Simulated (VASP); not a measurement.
Output of a VASP run:

File OSZICAR:
```
       N       E                     dE             d eps       ncg     rms          rms(c)
DAV:   1     0.904813576886E+02    0.90481E+02   -0.12272E+04  3976   0.238E+03
DAV:   2     0.497301844939E-01   -0.90432E+02   -0.89317E+02  3936   0.295E+02
DAV:   3    -0.227101355031E+01   -0.23207E+01   -0.23173E+01  4600   0.590E+01
DAV:   4    -0.227674750162E+01   -0.57340E-02   -0.57338E-02  4584   0.288E+00
DAV:   5    -0.227675490489E+01   -0.74033E-05   -0.74031E-05  4600   0.859E-02    0.616E+00
DAV:   6    -0.198605482279E+01    0.29070E+00   -0.12514E+00  4024   0.268E+01    0.421E+00
DAV:   7    -0.196860534173E+01    0.17449E-01   -0.41027E-02  4856   0.389E+00    0.206E+00
DAV:   8    -0.196128198863E+01    0.73234E-02   -0.16990E-03  5560   0.849E-01    0.465E-02
DAV:   9    -0.196126431241E+01    0.17676E-04   -0.24774E-04  5520   0.242E-01    0.281E-02
DAV:  10    -0.196126684857E+01   -0.25362E-05   -0.21406E-05  4136   0.585E-02    0.339E-03
DAV:  11    -0.196126649868E+01    0.34989E-06   -0.46665E-08  3808   0.355E-03    0.170E-03
DAV:  12    -0.196126612372E+01    0.37496E-06   -0.26542E-08  2480   0.404E-03    0.706E-05
DAV:  13    -0.196126611258E+01    0.11143E-07   -0.76961E-09  2352   0.915E-04
   1 F= 0.11905922E+01 E0= 0.11905346E+01  d E =0.119059E+01
       N       E                     dE             d eps       ncg     rms          rms(c)
DAV:   1    -0.195963095613E+01    0.16352E-02   -0.22209E-03  4320   0.809E-01    0.885E-02
DAV:   2    -0.195949848494E+01    0.13247E-03   -0.44080E-04  4440   0.488E-01    0.369E-02
DAV:   3    -0.195947687264E+01    0.21612E-04   -0.12396E-05  4640   0.646E-02    0.191E-02
DAV:   4    -0.195946971866E+01    0.71540E-05   -0.65481E-06  6096   0.466E-02    0.217E-03
DAV:   5    -0.195946964610E+01    0.72565E-07   -0.91109E-07  4200   0.134E-02
   2 F= 0.11905847E+01 E0= 0.11905335E+01  d E =-.753217E-05
       N       E                     dE             d eps       ncg     rms          rms(c)
DAV:   1    -0.195979990538E+01   -0.33019E-03   -0.69314E-05  4344   0.141E-01    0.159E-02
DAV:   2    -0.195979568720E+01    0.42182E-05   -0.14219E-05  4464   0.875E-02    0.665E-03
DAV:   3    -0.195979478587E+01    0.90133E-06   -0.38744E-07  3968   0.116E-02    0.344E-03
DAV:   4    -0.195979443101E+01    0.35486E-06   -0.17282E-07  3424   0.828E-03    0.337E-04
DAV:   5    -0.195979445837E+01   -0.27356E-07   -0.86593E-08  2064   0.396E-03
   3 F= 0.11905850E+01 E0= 0.11905328E+01  d E =-.721713E-05
```

OUTCAR:
```
------------------------ aborting loop because EDIFF is reached ----------------------------------------
  FORCE on cell =-STRESS in cart. coord.  units (eV):
  Direction    XX          YY          ZZ          XY          YZ          ZX
  --------------------------------------------------------------------------------------
  Total        3.1559194      3.1559213      3.1443913      0.0000000      0.0000000      0.0000000
  in kB      200.3516998    200.3518231    199.6198471      0.0000000      0.0000000      0.0000000
  external PRESSURE =       0.1077900 kB  Pullay stress =     200.0000000 kB
  volume of cell :       25.24
      direct lattice vectors                 reciprocal lattice vectors
     1.285985436 -2.227392799  0.000000000     0.388806891 -0.224477694 -0.000000000
     1.285985436  2.227392799 -0.000000000     0.388806891  0.224477694 -0.000000000
     0.000000000  0.000000000  4.405351772     0.000000000  0.000000000  0.226996629
 POSITION                                       TOTAL-FORCE (eV/Angst)
 -----------------------------------------------------------------------------------
      1.28599      0.74247      1.10134         0.000000      0.000000     -0.000000
      1.28599     -0.74247      3.30401        -0.000000     -0.000000      0.000000
 -----------------------------------------------------------------------------------
    total drift:                                0.000000      0.000055      0.000004
  FREE ENERGIE OF THE ION-ELECTRON SYSTEM (eV)
  ---------------------------------------------------
  free  energy   TOTEN  =        -1.9597944584 eV

  energy  without entropy=       -1.9599510486  energy(sigma->0) =       -1.95984666
  enthalpy is  TOTEN    =         1.1905849743 eV   P V=        3.1503794327

 reached required accuracy - stopping structural energy minimisation
```
(Selected blocks of OUTCAR.)

**POSCAR**
```
Zn
1
    1.2859762729    -2.2273768513    -0.0000000000
    1.2859762729     2.2273768513     0.0000000000
   -0.0000000000    -0.0000000000     4.4074827231
Zn
2
Direct
  0.3333330000   0.6666670000   0.2500000000
  0.6666670000   0.3333330000   0.7500000000
```

Write an INCAR and KPOINTS that could have produced this output.

Several could match; the one computed here: the input of the run itself, PBE GGA, plane waves, VASP's PBE PAW potentials (set 64).

### INCAR
```
# general
SYSTEM  = Zn
PREC    = Accurate
ENCUT   = 480
LREAL   = .FALSE.   # projection in real space or not
LASPH   = .TRUE.   # aspherical one-centre terms

# electronic loop
EDIFF   = 1E-7
NELM    = 100   # most electronic steps
ALGO    = Normal
LMAXMIX = 4   # l cut-off of mixed one-centre charges

# smearing
ISMEAR  = 1   # Methfessel-Paxton
SIGMA   = 0.1

# functional
GGA     = PE   # PBE

# ions
IBRION  = 2   # conjugate gradients
NSW     = 40
ISIF    = 3   # ions, shape and volume
EDIFFG  = -0.01   # ionic stop
PSTRESS = 200   # kbar

# output
LWAVE   = .FALSE.
LCHARG  = .FALSE.
```

**KPOINTS**
```
Automatic mesh
0
Gamma
14 14 8
0 0 0
```

POTCAR, in this order: Zn (PBE.64 set). Program: vasp_std.

The compound is Zn in the hcp structure. This run relaxes it under an external pressure of 20 GPa. Symmetry was kept, so distortions that lower it aren't found.
